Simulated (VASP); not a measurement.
# Fe (Iron-alpha): the relaxed cell at several levels, part 4 of 4

How close do the usual functionals, with and without dispersion, come to the cell of Fe (Iron-alpha)? LASPH is on for some levels and off for others; the table marks which. The start is a cell from a database of measured crystal structures.

VASP 6.6.1, plane waves and PAW; the level of theory is named at each step.

Still holding for the runs below: The magnetic order is the lowest of the few collinear ones that converged above; longer or canted patterns were not tried. The k-mesh is coarse for a metal.

So far, final volume (Å³): step 6 (relaxation, level LDA) 10.3; step 7 (relaxation, level PBEsol) 10.9; step 8 (relaxation, level PBE) 11.4; step 9 (relaxation, level r2SCAN) 11.7; step 10 (relaxation, level PBE + D3(BJ), PBE with D3(BJ)) 11.1.

### Step 11. Relaxation with r2SCAN + rVV10

This step: r2SCAN with rVV10, spin-polarised from a ferromagnetic start (one magnetic atom a cell); plane waves and PAW (Fe) (VASP 6.6.1).

LUSE_VDW switches on a nonlocal correlation term for dispersion.

Contents of INCAR:

```
SYSTEM = Fe
PREC = Accurate
ENCUT = 520
EDIFF = 1E-06
NELM = 100
ISMEAR = -1
SIGMA = 0.05
LREAL = .FALSE.
ALGO = Normal
METAGGA = R2SCAN
LUSE_VDW = .TRUE.
IVDW_NL = 2
BPARAM = 11.95
CPARAM = 0.0093
LASPH = .TRUE.
NBANDS = 12
ISPIN = 2
MAGMOM = 2.21
LMAXMIX = 4
LORBIT = 11
LWAVE = .FALSE.
LCHARG = .FALSE.
KPAR = 4
IBRION = 2
NSW = 60
ISIF = 3
EDIFFG = -0.01
```

Contents of POSCAR:

```
Fe
1.0
   -1.4332500000      1.4332500000      1.4332500000
    1.4332500000     -1.4332500000      1.4332500000
    1.4332500000      1.4332500000     -1.4332500000
Fe
1
Direct
    0.0000000000      0.0000000000      0.0000000000
```

Contents of KPOINTS:

```
Automatic mesh
0
Gamma
11 11 11
0 0 0
```

PAW data sets: Fe (PBE family, release 64).

Started as:

```
$ mpirun -np 4 vasp_std
```

Output:

```text
[banner, memory and clock lines left out]
running    4 mpi-ranks, on    1 nodes
[...]
|                                                                             |
|               ----> ADVICE to this user running VASP <----                  |
|                                                                             |
|     You have switched on vdW-DFT.                                           |
|     This routine was written and supplied by Jiri Klimes. We recommend      |
|     that you carefully read and cite the following publications:            |
|       J. Klimes, D.R. Bowler, A. Michelides                                 |
|          J. Phys.: Cond Matt. 22 022201 (2010)                              |
|       J. Klimes, D.R. Bowler, A. Michelides                                 |
|          Phys. Rev. B. 83, 195131 (2011)                                    |
|     and references therein.                                                 |
|                                                                             |

[...]
Total rVV10 correction in eV:      0.1800418     9.9637556
Total rVV10 correction in eV:      0.1800418     9.9637556
Total rVV10 correction in eV:      0.1800418     9.9637556
Total rVV10 correction in eV:      0.1800418     9.9637556
DAV:   7    -0.141854698375E+02   -0.24636E-05   -0.85042E-07  1712   0.946E-03    0.311E-03
Total rVV10 correction in eV:      0.1800392     9.9637556
Total rVV10 correction in eV:      0.1800392     9.9637556
Total rVV10 correction in eV:      0.1800392     9.9637556
Total rVV10 correction in eV:      0.1800392     9.9637556
DAV:   8    -0.141854705835E+02   -0.74600E-06   -0.33741E-07  1588   0.505E-03
Total rVV10 correction in eV:      0.1800383     9.9637556
Total rVV10 correction in eV:      0.1800383     9.9637556
Total rVV10 correction in eV:      0.1800383     9.9637556
Total rVV10 correction in eV:      0.1800383     9.9637556
Total rVV10 correction in eV:      0.1800385     9.9637556
Total rVV10 correction in eV:      0.1800385     9.9637556
Total rVV10 correction in eV:      0.1800385     9.9637556
Total rVV10 correction in eV:      0.1800385     9.9637556
   3 F= -.14185471E+02 E0= -.14182785E+02  d E =-.167912E-02  mag=     2.6090
[...]
reached required accuracy - stopping structural energy minimisation
```

It took 72 s on 4 MPI ranks of AMD EPYC 7R43, shared host; peak memory 0.56 GiB; 4.8 min of CPU time.

Parts of OUTCAR (step 11):

```text
  Total        0.0023445      0.0023445      0.0023445      0.0000000     -0.0000000      0.0000000
  in kB        0.3237094      0.3237094      0.3237094      0.0000000     -0.0000000      0.0000000
  external PRESSURE =       0.3237094 kB  Pullay stress =       0.0000000 kB

 POSITION                                       TOTAL-FORCE (eV/Angst)
 -----------------------------------------------------------------------------------
      0.00000      0.00000      0.00000         0.000000      0.000000      0.000000
 -----------------------------------------------------------------------------------
    total drift:                                0.000000     -0.000000      0.000000

  FREE ENERGIE OF THE ION-ELECTRON SYSTEM (eV)
  ---------------------------------------------------
  free  energy   TOTEN  =       -14.1854705835 eV

  energy  without entropy=      -14.1800991098  energy(sigma->0) =      -14.18278485

 magnetization (x)
# of ion       s       p       d       tot
------------------------------------------
    1       -0.014  -0.121   2.811   2.676

[... 2 parts as in an earlier step ...]

[... 2 further parts left out ...]
[key lines of the parts left out:]
E-fermi :   5.5801
```

It ends at 11.60 Å³/atom, -1.5 % from the start, with 0.03 GPa left. The conventional cell has a = 2.852 Å. The largest moment is 2.68 μB. Against plain r2SCAN, the dispersion term moves a by -0.3 %.

### Step 12. Relaxation with optB86b-vdW

This step: optB86b-vdW, spin-polarised from a ferromagnetic start (one magnetic atom a cell); plane waves and PAW (Fe) (VASP 6.6.1).

optB86b-vdW pairs nonlocal correlation with a less repulsive exchange of B86b form.

Changes to INCAR since step 11:

```diff
@@ -9,7 +9,7 @@
 ALGO = Normal
-METAGGA = R2SCAN
+GGA = MK
+AGGAC = 0
 LUSE_VDW = .TRUE.
-IVDW_NL = 2
-BPARAM = 11.95
-CPARAM = 0.0093
+PARAM1 = 0.1234
+PARAM2 = 1
 LASPH = .TRUE.
```

POSCAR is that of step 11.

KPOINTS is that of step 11.

Started as:

```
$ mpirun -np 4 vasp_std
```

Output:

```text
[banner, memory and clock lines left out]
running    4 mpi-ranks, on    1 nodes
[...]
[... a notice as in an earlier step ...]

 [... a notice as in an earlier step ...]

 LDA part: xc-table for (Slater+PW92), standard interpolation
 POSCAR, INCAR and KPOINTS ok, starting setup
[...]
entering main loop
       N       E                     dE             d eps       ncg     rms          rms(c)
DAV:   1     0.231426823385E+02    0.23143E+02   -0.39705E+03  2832   0.822E+02
DAV:   2    -0.616772839628E+01   -0.29310E+02   -0.27205E+02  2768   0.133E+02
DAV:   3    -0.696001388720E+01   -0.79229E+00   -0.78597E+00  3112   0.248E+01
DAV:   4    -0.696310736730E+01   -0.30935E-02   -0.30931E-02  2972   0.139E+00
[...]
DAV:  11    -0.591932627163E+01   -0.42089E-03   -0.28067E-04  3088   0.130E-01    0.434E-02
DAV:  12    -0.591933046637E+01   -0.41947E-05   -0.63970E-06  3240   0.236E-02    0.100E-02
DAV:  13    -0.591933115772E+01   -0.69136E-06   -0.17697E-06  2872   0.133E-02
   1 F= -.59193312E+01 E0= -.59156234E+01  d E =-.591933E+01  mag=     2.2497
[... from here on, the cycles between the ionic steps are left out ...]
   2 F= -.59130490E+01 E0= -.59066905E+01  d E =0.628214E-02  mag=     1.9954
   3 F= -.59422210E+01 E0= -.59383804E+01  d E =-.228898E-01  mag=     2.2279
   4 F= -.59422451E+01 E0= -.59383685E+01  d E =-.229139E-01  mag=     2.2265
[...]
reached required accuracy - stopping structural energy minimisation
```

It took 42 s on 4 MPI ranks; peak memory 0.79 GiB.

Parts of OUTCAR (step 12):

```text
  Total        0.0021599      0.0021599      0.0021599      0.0000000     -0.0000000     -0.0000000
  in kB        0.3106149      0.3106149      0.3106149      0.0000000     -0.0000000     -0.0000000
  external PRESSURE =       0.3106149 kB  Pullay stress =       0.0000000 kB

 POSITION                                       TOTAL-FORCE (eV/Angst)
 -----------------------------------------------------------------------------------
      1.40698     -1.40698      1.40698         0.000000     -0.000000      0.000000
 -----------------------------------------------------------------------------------
    total drift:                                0.000000     -0.000000      0.000000

  FREE ENERGIE OF THE ION-ELECTRON SYSTEM (eV)
  ---------------------------------------------------
  free  energy   TOTEN  =        -5.9422450780 eV

  energy  without entropy=       -5.9344918609  energy(sigma->0) =       -5.93836847

 magnetization (x)
# of ion       s       p       d       tot
------------------------------------------
    1       -0.013  -0.047   2.269   2.209

[... 2 parts as in an earlier step ...]

[... 2 further parts left out ...]
[key lines of the parts left out:]
E-fermi :   5.9480
```

It ends at 11.14 Å³/atom, -5.4 % from the start, with 0.03 GPa left. The conventional cell has a = 2.814 Å. The largest moment is 2.21 μB.

### Step 13. Relaxation with PBEsol + D3(BJ)

This step: PBEsol with D3(BJ), spin-polarised from a ferromagnetic start (one magnetic atom a cell); plane waves and PAW (Fe) (VASP 6.6.1).

Changes to INCAR since step 12:

```diff
@@ -9,8 +9,4 @@
 ALGO = Normal
-GGA = MK
-AGGAC = 0
-LUSE_VDW = .TRUE.
-PARAM1 = 0.1234
-PARAM2 = 1
-LASPH = .TRUE.
+GGA = PS
+IVDW = 12
 NBANDS = 12
```

POSCAR is that of step 12.

KPOINTS is that of step 12.

Started as:

```
$ mpirun -np 4 vasp_std
```

Output:

```text
[... set-up lines as in an earlier step ...]
 entering main loop
       N       E                     dE             d eps       ncg     rms          rms(c)
[... 14 cycles as in an earlier step ...]
   1 F= -.91906813E+01 E0= -.91867641E+01  d E =-.919068E+01  mag=     2.2622
[...]
2 F= -.91714505E+01 E0= -.91669664E+01  d E =0.192308E-01  mag=     1.8292
[...]
3 F= -.92621723E+01 E0= -.92575808E+01  d E =-.714910E-01  mag=     2.1866
[...]
4 F= -.92622517E+01 E0= -.92577891E+01  d E =-.715704E-01  mag=     2.1926
[...]
reached required accuracy - stopping structural energy minimisation
```

Run time: 13 s. Hardware: 4 MPI ranks; peak memory 0.45 GiB; 48 s of CPU time.

OUTCAR, selected parts (step 13):

```text
 Edisp (eV)   -0.35419

 Edisp (eV)   -0.35295

  Total      -0.00098    -0.00098    -0.00098     0.00000     0.00000    -0.00000
  in kB      -0.14625    -0.14625    -0.14625     0.00000     0.00000    -0.00000
  external pressure =       -0.15 kB  Pullay stress =        0.00 kB

 POSITION                                       TOTAL-FORCE (eV/Angst)
 -----------------------------------------------------------------------------------
      0.00000     -0.00000      0.00000         0.000000      0.000000     -0.000000
 -----------------------------------------------------------------------------------
    total drift:                                0.000000     -0.000000      0.000000

  FREE ENERGIE OF THE ION-ELECTRON SYSTEM (eV)
  ---------------------------------------------------
  free  energy   TOTEN  =        -9.2622517199 eV

  energy  without entropy=       -9.2533264307  energy(sigma->0) =       -9.25778908

 magnetization (x)
# of ion       s       p       d       tot
------------------------------------------
    1       -0.012  -0.048   2.230   2.170

[... 2 parts as in an earlier step ...]

[... 2 further parts left out ...]
[key lines of the parts left out:]
E-fermi :   6.3563
```

It ends at 10.69 Å³/atom, -9.3 % from the start, with -0.01 GPa left. The conventional cell has a = 2.775 Å. The largest moment is 2.17 μB. Against plain PBEsol, the dispersion term moves a by -0.7 %.

### Step 14. The cells as a table

This step: relaxed cells at several levels; plane waves and PAW (VASP 6.6.1).

This step runs nothing: it gathers the runs above.

Lengths are those of the conventional cell; cost is the wall time of each run, as given at its step, times its ranks, without the set-up around it; LASPH differs between rows, which moves results and costs too. Results by level, by row:

```tsv
level	volume (Å³/atom)	change from the start (%)	a (Å)	largest site moment (μB)	cost (core minutes)	LASPH
LDA	10.35	-12.1	2.745	1.834	1.04	off
PBEsol	10.92	-7.3	2.795	2.198	0.8	off
PBE	11.41	-3.1	2.836	2.238	0.667	off
r2SCAN	11.69	-0.7	2.86	2.679	3.4	on
PBE + D3(BJ)	11.13	-5.5	2.813	2.222	0.787	off
r2SCAN + rVV10	11.6	-1.5	2.852	2.676	4.8	on
optB86b-vdW	11.14	-5.4	2.814	2.209	2.8	on
PBEsol + D3(BJ)	10.69	-9.3	2.775	2.17	0.84	off
```

### Step 15. Summary of results

| Item | Value |
| --- | --- |
| volume, LDA | 10.35 Å³/atom |
| volume, PBEsol | 10.92 Å³/atom |
| volume, PBE | 11.41 Å³/atom |
| volume, r2SCAN | 11.69 Å³/atom |
| volume, PBE + D3(BJ) | 11.13 Å³/atom |
| volume, r2SCAN + rVV10 | 11.60 Å³/atom |
| volume, optB86b-vdW | 11.14 Å³/atom |
| volume, PBEsol + D3(BJ) | 10.69 Å³/atom |

In words: For Fe (Iron-alpha) the levels give volumes between 10.35 Å³/atom (LDA) and 11.69 Å³/atom (r2SCAN), a spread of 13.0 %, while the cost of the finished runs spans a factor of 7.2. Of 3 collinear starts at LDA, the lowest ends ferromagnetic. Within 1 % of experiment on every length: r2SCAN and r2SCAN + rVV10. The nearest is r2SCAN. Thermal and zero-point expansion, often some tenths of a per cent in length, bear on this order (less where the cell was measured cold): with the measured lengths lowered by an assumed 0.4 % the nearest becomes r2SCAN + rVV10. The costs hold the number of ionic steps as well as the price of the functional. SCAN-type functionals tend to overstate the moments of itinerant magnets. The closing table has room for seven levels; PBEsol + D3(BJ) stands in the table of levels alone. Adding D3(BJ) to PBE changes the volume by -2.4 % (a by -0.8 %). Adding rVV10 to r2SCAN changes the volume by -0.8 % (a by -0.3 %). Adding D3(BJ) to PBEsol changes the volume by -2.2 % (a by -0.7 %). Pairwise corrections of the D and TS kind ignore the screening in a metal, so they may overbind here. Within 0.02 Å all end in space group Im-3m; the runs can't lower the symmetry of the start. The k-sampling is coarse for a metal, so the Fermi level, moments, pressures and the shape of the cell carry errors. Only a few collinear orders were tried, on the cell as listed. LASPH is on for some levels and off for others, so differences between them are not the functional's alone. The largest site moment differs between levels, from 1.83 μB (LDA) to 2.68 μB (r2SCAN); larger moments and larger volumes go together in magnets, so the two can't be judged apart. Each is a single relaxation on the plane waves of the start cell, so larger changes of volume carry a basis-set error that was not tested here.

Comparison with the measured values:

| quantity | measured | LDA | PBEsol | PBE | r2SCAN | PBE + D3(BJ) | r2SCAN + rVV10 | optB86b-vdW |
| --- | --- | --- | --- | --- | --- | --- | --- | --- |
| lattice constant a (Å) | 2.866 | 2.745 (-4.2 %) | 2.795 (-2.5 %) | 2.836 (-1.0 %) | 2.860 (-0.2 %) | 2.813 (-1.9 %) | 2.852 (-0.5 %) | 2.814 (-1.8 %) |

Measured values from pmc:2430951 (2008).

How well it matches: For the lattice constant a, of the levels listed nearest comes r2SCAN (-0.2 %, good agreement) and farthest LDA (-4.2 %, a clear miss). The grades are ours: good and fair within 0.7 and 1.5 % for the lattice constant a. Zero-point motion and thermal expansion are not in the computed lattice constants.

[Lines on the potential files, build, host, timing and source positions are cut from VASP's logs without a mark.]

[Logs are printed without paths, hosts, clocks, repeated set-up lines and the standing remarks that a program may print on its own settings, such as how far it seeks lower states.]

[Hosts, paths, dates, database ids (printed as entryN), source tags and the programs' standing remarks are cut or masked in the printed files.]

[A measured line is paired with the nearest computed mode of its activity, which favours agreement.]

[In band tables of VASP the shares of atoms and orbitals are scaled to a sum of 1 inside the atoms' spheres.]
